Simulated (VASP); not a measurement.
Consider the following.

```
CdSe
1.0
    2.16846    -3.75588     0.00000
    2.16846     3.75588     0.00000
    0.00000     0.00000     7.06649
Cd Se
2 2
Direct
  0.66667   0.33333   0.50001
  0.33333   0.66667   0.00001
  0.66667   0.33333   0.85476
  0.33333   0.66667   0.37599
```

All values below come from r2SCAN meta-GGA, VASP's PBE PAW potentials (set 64) (plane waves; VASP). Settings: 480 eV cut-off, 6×6×4 Γ-centred mesh, Gaussian smearing of 0.050 eV, potentials Cd Se.

Task: Give the force on each atom (eV/Å).

Result: 
```tsv
atom	Fx	Fy	Fz
Cd1	0.000	0.000	-0.772
Cd2	0.000	0.000	-0.186
Se3	0.000	0.000	1.318
Se4	0.000	0.000	-0.359
```

Task: Give the stress tensor in GPa (positive for a compressed cell).

Result: 
```
-0.31   0.00   0.00
 0.00  -0.31   0.00
 0.00   0.00   2.63
```
The pressure is its mean diagonal, 0.67 GPa.

The compound is CdSe in the wurtzite structure. This cell was strained or had an atom moved on purpose.
